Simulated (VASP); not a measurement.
An input for Quantum ESPRESSO's pw.x (written as the equivalent of a VASP run, and not itself run):

```
&CONTROL
  calculation = 'vc-relax'
  pseudo_dir = './pseudo'
  outdir = './out'
  tprnfor = .true.
  tstress = .true.
  nstep = 60
  forc_conv_thr = 0.00039
/
&SYSTEM
  ibrav = 0
  nat = 1
  ntyp = 1
  ecutwfc = 72
  occupations = 'smearing'
  smearing = 'methfessel-paxton'
  degauss = 0.00735
  input_dft = 'pz'
/
&ELECTRONS
  conv_thr = 7.3e-08
  electron_maxstep = 100
/
&IONS
/
&CELL
/
ATOMIC_SPECIES
  Ca 40.078 Ca.upf
CELL_PARAMETERS angstrom
     0.0000000    2.7900000    2.7900000
     2.7900000    0.0000000    2.7900000
     2.7900000    2.7900000    0.0000000
ATOMIC_POSITIONS crystal
  Ca   0.0000000  0.0000000  0.0000000
K_POINTS automatic
  10 10 10 0 0 0
```

**Question.** Translate this input to VASP (INCAR, KPOINTS, POSCAR, choice of POTCAR).

**Answer.** Several could match; the one computed here: 
### POSCAR
```
Ca
1
    0.0000000000     2.7900000000     2.7900000000
    2.7900000000     0.0000000000     2.7900000000
    2.7900000000     2.7900000000     0.0000000000
Ca
1
Direct
  0.0000000000   0.0000000000   0.0000000000
```

**KPOINTS**
```
Automatic mesh
0
G
  10 10 10
0 0 0
```

INCAR:
```
SYSTEM = Ca
PREC = Accurate
ENCUT = 400
EDIFF = 1E-6
NELM = 100
ALGO = Normal
LREAL = .FALSE.
LASPH = .TRUE.
ISMEAR = 1
SIGMA = 0.1
LWAVE = .FALSE.
LCHARG = .FALSE.
IBRION = 2
ISIF = 3
NSW = 60
EDIFFG = -0.01
```

POTCAR, in this order: Ca_sv (LDA.64 set). Program: vasp_std.

The two are equivalent in intent, not identical: the potentials are each code's own (VASP's PAW set, PseudoDojo norm-conserving files in pw.x), so ENCUT and ecutwfc are chosen apart and not converted; conv_thr bounds pw.x's estimated SCF error, while EDIFF bounds the energy change between steps; forc_conv_thr acts on force components and is met together with etot_conv_thr.

The compound is Ca in the fcc structure. This run relaxes it. Symmetry was kept, so distortions that lower it aren't found.
